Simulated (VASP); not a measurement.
Computed with PBE GGA, VASP's PBE PAW potentials (set 64) (plane waves; VASP).

A VASP calculation is set up with these files.

**INCAR**
```
# general
SYSTEM =FePt
PREC   =Accurate
ENCUT  =400
LREAL  =.FALSE.
LASPH  =.TRUE.

# electronic loop
EDIFF  =1E-6
NELM   =100
ALGO   =Normal
LMAXMIX=6

# smearing
ISMEAR =1
SIGMA  =0.1

# functional
GGA    =PE

# spin
ISPIN  =2
MAGMOM =3.0 0.0
NUPDOWN=1

# ions
ISIF   =2

# output
LWAVE  =.FALSE.
LCHARG =.FALSE.
LORBIT =10
```

### KPOINTS
```
Automatic
0
G
12 12 9
```

**POSCAR**
```
FePt
1.0
  2.7744000000   0.0000000000   0.0000000000
  0.0000000000   2.7744000000   0.0000000000
  0.0000000000   0.0000000000   3.7842000000
Fe Pt
1 1
Cartesian
  0.0000000000   0.0000000000   0.0000000000
  1.3872000000   1.3872000000   1.8921000000
```

POTCAR, in this order: Fe Pt (PBE.64 set). Program: vasp_std.

The resulting files:

### OUTCAR
```
 ion  position               nearest neighbor table
   1  0.000  0.000  0.000-   2 2.73   2 2.73   2 2.73   2 2.73   2 2.73   2 2.73   2 2.73   2 2.73
  LATTYP: Found a simple tetragonal cell.
 ALAT       =     2.7744000000
 C/A-ratio  =     1.3639705882
 Subroutine PRICEL returns:
 Original cell was already a primitive cell.
 Subroutine GETGRP returns: Found 16 space group operations
The static configuration has the point symmetry D_4h.
The dynamic configuration has the point symmetry D_4h.
The overall configuration has the point symmetry D_4h.
 Subroutine INISYM returns: Found 16 space group operations
 Subroutine IBZKPT returns following result:
 Found    140 irreducible k-points:

 Following reciprocal coordinates:
            Coordinates               Weight
  0.000000  0.000000  0.000000      1.000000
  0.083333  0.000000  0.000000      4.000000
  0.166667  0.000000  0.000000      4.000000
  0.250000  0.000000  0.000000      4.000000
  0.333333  0.000000  0.000000      4.000000
  0.416667  0.000000  0.000000      4.000000
  0.500000  0.000000  0.000000      2.000000
  0.083333  0.083333  0.000000      4.000000
  0.166667  0.083333  0.000000      8.000000
  0.250000  0.083333  0.000000      8.000000
  0.333333  0.083333  0.000000      8.000000
  0.416667  0.083333  0.000000      8.000000
  0.500000  0.083333  0.000000      4.000000
  0.166667  0.166667  0.000000      4.000000
  0.250000  0.166667  0.000000      8.000000
  0.333333  0.166667  0.000000      8.000000
  0.416667  0.166667  0.000000      8.000000
  0.500000  0.166667  0.000000      4.000000
  0.250000  0.250000  0.000000      4.000000
  0.333333  0.250000  0.000000      8.000000
  0.416667  0.250000  0.000000      8.000000
  0.500000  0.250000  0.000000      4.000000
  0.333333  0.333333  0.000000      4.000000
  0.416667  0.333333  0.000000      8.000000
  0.500000  0.333333  0.000000      4.000000
  0.416667  0.416667  0.000000      4.000000
  0.500000  0.416667  0.000000      4.000000
  0.500000  0.500000  0.000000      1.000000
  0.000000  0.000000  0.111111      2.000000
  0.083333  0.000000  0.111111      8.000000
  0.166667  0.000000  0.111111      8.000000
  0.250000  0.000000  0.111111      8.000000
  0.333333  0.000000  0.111111      8.000000
  0.416667  0.000000  0.111111      8.000000
  0.500000  0.000000  0.111111      4.000000
  0.083333  0.083333  0.111111      8.000000
  0.166667  0.083333  0.111111     16.000000
  0.250000  0.083333  0.111111     16.000000
  0.333333  0.083333  0.111111     16.000000
  0.416667  0.083333  0.111111     16.000000
   k-points           NKPTS =    140   k-points in BZ     NKDIM =    140   number of bands    NBANDS=     15
   number of dos      NEDOS =    301   number of ions     NIONS =      2
   total plane-waves  NPLWV =   9072
   dimension x,y,z NGX =    18 NGY =   18 NGZ =   28
   dimension x,y,z NGXF=    36 NGYF=   36 NGZF=   56
   ions per type =               1   1
   PREC   = accura    normal or accurate (medium, high low for compatibility)
   ISTART =      0    job   : 0-new  1-cont  2-samecut
   ICHARG =      2    charge: 1-file 2-atom 10-const
   ISPIN  =      2    spin polarized calculation?
   LNONCOLLINEAR =      F non collinear calculations
   LSORBIT =      F    spin-orbit coupling
   INIWAV =      1    electr: 0-lowe 1-rand  2-diag
   ENCUT  =  400.0 eV  29.40 Ry    5.42 a.u.   4.52  4.52  6.17*2*pi/ulx,y,z
   NELM   =    100;   NELMIN=  2; NELMDL= -5     # of ELM steps
   EDIFF  = 0.1E-05   stopping-criterion for ELM
   LREAL  =      F    real-space projection
   NLSPLINE    = F    spline interpolate recip. space projectors
...
```

OSZICAR:
```
       N       E                     dE             d eps       ncg     rms          rms(c)
DAV:   1     0.771324589072E+02    0.77132E+02   -0.74496E+03  8832   0.106E+03
DAV:   2    -0.127697876987E+02   -0.89902E+02   -0.80915E+02  8653   0.227E+02
DAV:   3    -0.153674959169E+02   -0.25977E+01   -0.24945E+01 10732   0.459E+01
DAV:   4    -0.153961422187E+02   -0.28646E-01   -0.28626E-01  9446   0.430E+00
DAV:   5    -0.153969574360E+02   -0.81522E-03   -0.81520E-03 11259   0.821E-01    0.166E+01
DAV:   6    -0.192065684807E+02   -0.38096E+01   -0.16454E+01  9022   0.885E+01    0.283E+01
DAV:   7    -0.141646687032E+02    0.50419E+01   -0.12454E+01 10883   0.920E+01    0.714E+00
DAV:   8    -0.140249426636E+02    0.13973E+00   -0.55629E-01 11033   0.105E+01    0.223E+00
DAV:   9    -0.140094160387E+02    0.15527E-01   -0.23652E-02 12562   0.232E+00    0.105E+00
DAV:  10    -0.140055017131E+02    0.39143E-02   -0.38072E-03 12489   0.107E+00    0.369E-01
DAV:  11    -0.140053392185E+02    0.16249E-03   -0.20953E-03 12034   0.502E-01    0.190E-01
DAV:  12    -0.140054214255E+02   -0.82207E-04   -0.69456E-04 12537   0.271E-01    0.947E-02
DAV:  13    -0.140055510456E+02   -0.12962E-03   -0.49594E-04 12552   0.224E-01    0.741E-02
DAV:  14    -0.140056505405E+02   -0.99495E-04   -0.35457E-04 12528   0.180E-01    0.494E-02
DAV:  15    -0.140057120028E+02   -0.61462E-04   -0.88319E-04 12091   0.287E-01    0.371E-02
DAV:  16    -0.140057599245E+02   -0.47922E-04   -0.26524E-04 12579   0.154E-01    0.249E-02
DAV:  17    -0.140057783171E+02   -0.18393E-04   -0.12389E-04 12421   0.110E-01    0.120E-02
DAV:  18    -0.140057912640E+02   -0.12947E-04   -0.29617E-06  8806   0.205E-02    0.348E-03
DAV:  19    -0.140057924211E+02   -0.11571E-05   -0.75456E-07  5026   0.117E-02    0.123E-03
DAV:  20    -0.140057923711E+02    0.50033E-07   -0.13970E-07  4613   0.487E-03
   1 F= -.14005792E+02 E0= -.14005311E+02  d E =-.144382E-02  mag=     1.0000
```

### OUTCAR
```
------------------------ aborting loop because EDIFF is reached ----------------------------------------
  FORCE on cell =-STRESS in cart. coord.  units (eV):
  Direction    XX          YY          ZZ          XY          YZ          ZX
  --------------------------------------------------------------------------------------
  Total       -3.8193930     -3.8193930     -2.9737926      0.0000000      0.0000000      0.0000000
  in kB     -210.0838637   -210.0838637   -163.5720260      0.0000000      0.0000000      0.0000000
  external PRESSURE =    -194.5799178 kB  Pullay stress =       0.0000000 kB
  volume of cell :       29.13
      direct lattice vectors                 reciprocal lattice vectors
     2.774400000  0.000000000  0.000000000     0.360438293  0.000000000  0.000000000
     0.000000000  2.774400000  0.000000000     0.000000000  0.360438293  0.000000000
     0.000000000  0.000000000  3.784200000     0.000000000  0.000000000  0.264256646
 POSITION                                       TOTAL-FORCE (eV/Angst)
 -----------------------------------------------------------------------------------
      0.00000      0.00000      0.00000         0.000000      0.000000      0.000000
      1.38720      1.38720      1.89210         0.000000      0.000000      0.000000
 -----------------------------------------------------------------------------------
    total drift:                                0.000000     -0.000000     -0.000000
  FREE ENERGIE OF THE ION-ELECTRON SYSTEM (eV)
  ---------------------------------------------------
  free  energy   TOTEN  =       -14.0057923711 eV

  energy  without entropy=      -14.0043485508  energy(sigma->0) =      -14.00531110

 total charge

# of ion       s       p       d       tot
------------------------------------------
    1        0.376   0.392   6.178   6.946
    2        0.685   0.601   7.942   9.229
--------------------------------------------------
tot          1.061   0.994  14.120  16.175

 magnetization (x)

# of ion       s       p       d       tot
------------------------------------------
    1        0.001  -0.005   1.102   1.098
    2       -0.014  -0.036  -0.041  -0.091
--------------------------------------------------
tot         -0.013  -0.041   1.060   1.006
```
(Selected blocks of OUTCAR.)

The compound is FePt in the L1_0 structure. The cell was not relaxed at this level. The run is one of a series of settings (NUPDOWN = 1 against the base run), some of them coarse on purpose.
